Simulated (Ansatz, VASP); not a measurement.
**One calculation of Si3As2, two programs**

```
CELL_PARAMETERS angstrom
4.74273 0.00000 0.00000
0.00000 4.74273 0.00000
0.00000 0.00000 4.74273
ATOMIC_POSITIONS crystal
Si 0.50000 0.00000 0.00000
Si 0.00000 0.50000 0.00000
Si 0.00000 0.00000 0.50000
As 0.50000 0.50000 0.50000
As 0.00000 0.00000 0.00000
```

Change from the starting cell: species swapped into the Tl2F3 type (Pm-3m, No. 221).

Alike in both runs: functional PBE; k mesh 4 × 4 × 4; occupations gaussian, width 0.1 eV; no spin polarisation.

Ansatz relaxed the structure, and its values are those at the end. VASP's run is a single point on that final structure, the one shown.

|  | VASP | Ansatz |
| --- | --- | --- |
| version | VASP 6.6.1 | Ansatz 0.2.0 |
| potentials or method | VASP PAW PBE potentials, release 64 (Si, As) | scalar-relativistic, plane waves, PAW |
| plane-wave cutoff (eV) | 520 | 420 |
| valence electrons in the cell | 22 | 42 |

|  | VASP | Ansatz | Ansatz less VASP |
| --- | --- | --- | --- |
| gap on the k mesh at the Fermi level (eV) | none | none | - |
| pressure (GPa) | 0.3 | 0.0 | -0.23 |

A gap of «none» marks a metal or a gap that the smearing closes. The two sets of potentials don't hold the same shells in valence.
